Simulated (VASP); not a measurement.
Data:

```
Bi
1.0
    3.66140    -2.11360    -0.06940
    3.66140     2.11360    -0.06940
    2.50714     0.00000     3.40473
Bi
2
Direct
  0.24909   0.24909   0.24909
  0.75091   0.75091   0.75091
```

Calculation: PBEsol GGA, VASP's PBE PAW potentials (set 64) (plane waves; VASP). Numerical set-up: 500 eV cut-off, 11×11×11 Γ-centred mesh, first-order Methfessel-Paxton smearing of 0.10 eV, potentials Bi_d.

Unless said otherwise, spin-orbit coupling is left out, though it shifts the bands of the heavy elements here.

**Question.** Predict the energy per atom (σ→0), pressure, band gap (on the k-mesh) with the smallest direct gap where there is one.

**Answer.** 
- band gap (on the k-mesh) = none (metal, semimetal or under 0.01 eV)
- energy per atom (σ→0) = -3932 meV/atom
- pressure = 20.11 GPa

The compound is Bi in the a7 structure. It was relaxed first under an external pressure of 20 GPa.
